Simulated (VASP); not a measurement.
The system is Hf.

```
Hf
1.0
     3.19670    0.00000    0.00000
    -1.59835    2.76842    0.00000
     0.00000    0.00000    5.05780
Hf
2
Direct
  0.33333 0.66667 0.25000
  0.66667 0.33333 0.75000
```

| Item | Value |
| --- | --- |
| Program | VASP 6.6.1 |
| Task | relaxation of cell and atoms |
| Functional | PBEsol |
| Potentials or basis | VASP PAW PBE potentials, release 64 (Hf_pv) |
| Cutoff | 520 eV |
| k mesh | 15 × 15 × 8 |
| Occupations | gaussian, width 0.1 eV |
| Spin | no spin polarisation |

At the start: pressure -4.1 GPa; volume 22.38 Å³/atom.

Where does the relaxation end?

Over 7 steps the energy falls by 11.2 meV/atom and the volume is 21.54 Å³/atom (-3.8 %); space group P6_3/mmc (No. 194, to 0.05 Å).

The path:
```
step  energy change (eV)  largest force (eV/Å)  pressure (GPa)  volume (Å³)
   1              0.0000                0.0000           -4.14        44.76
   2              0.0117                0.0000            5.80        41.12
   3             -0.0224                0.0000           -0.04        43.09
   4             -0.0224                0.0000            0.05        43.06
   5             -0.0224                0.0000           -0.05        43.09
   6             -0.0224                0.0000           -0.02        43.08
   7             -0.0224                0.0000            0.00        43.08
```

Final structure:
```
Hf
1.0
     3.15796    0.00000    0.00000
    -1.57898    2.73487    0.00000
     0.00000    0.00000    4.98761
Hf
2
Direct
  0.33333 0.66667 0.25000
  0.66667 0.33333 0.75000
```

Caveat: the PAW data sets were made with another functional, which shifts forces and pressure a little.
